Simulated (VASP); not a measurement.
Method: PBE GGA, VASP's PBE PAW potentials (set 64) (plane waves; VASP).

VASP input:

POSCAR:
```
In
1
   -1.6417123286     1.6417123286     2.5306542751
    1.6417123286    -1.6417123286     2.5306542751
    1.6417123286     1.6417123286    -2.5306542751
In
1
Direct
  0.0000000000   0.0000000000   0.0000000000
```

File KPOINTS:
```
K-points
0
gamma
 14 14 14
```

INCAR:
```
ALGO  =  Normal
EDIFF  =  1E-6
EDIFFG  =  -0.01
ENCUT  =  400
GGA  =  PE
IBRION  =  2
ISIF  =  3
ISMEAR  =  1
LASPH  =  .TRUE.
LCHARG  =  .FALSE.
LMAXMIX  =  4
LREAL  =  .FALSE.
LWAVE  =  .FALSE.
NELM  =  100
NSW  =  60
PREC  =  Accurate
SIGMA  =  0.1
SYSTEM  =  In
```

POTCAR, in this order: In_d (PBE.64 set). Program: vasp_std.

Unless said otherwise, spin-orbit coupling is left out, though it shifts the bands of the heavy elements here.

Question: Predict the energy per atom (σ→0), volume per atom, band gap (on the k-mesh).

Answer: 
```json
{
 "energy per atom (σ→0)": "-2.561 eV/atom",
 "band gap (on the k-mesh)": "none (metal, semimetal or under 0.01 eV)",
 "volume_per_atom": "27.36 Å³/atom"
}
```

OSZICAR:
```
...
       N       E                     dE             d eps       ncg     rms          rms(c)
DAV:   1    -0.256272072293E+01   -0.12198E-02   -0.30529E-02  5524   0.404E+00    0.207E-01
DAV:   2    -0.256169033426E+01    0.10304E-02   -0.22923E-03  5488   0.111E+00    0.728E-02
DAV:   3    -0.256154521286E+01    0.14512E-03   -0.49461E-04  6442   0.499E-01    0.326E-02
DAV:   4    -0.256153836608E+01    0.68468E-05   -0.77498E-06  5184   0.310E-02    0.193E-02
DAV:   5    -0.256153326592E+01    0.51002E-05   -0.38859E-06  5166   0.145E-02    0.487E-03
DAV:   6    -0.256153252842E+01    0.73750E-06   -0.38484E-07  2724   0.568E-03
   2 F= -.25615325E+01 E0= -.25614572E+01  d E =-.308361E-04
```

The compound is In in the bct structure. This run relaxes it. Symmetry was kept, so distortions that lower it aren't found. The start is the result of an earlier pass.
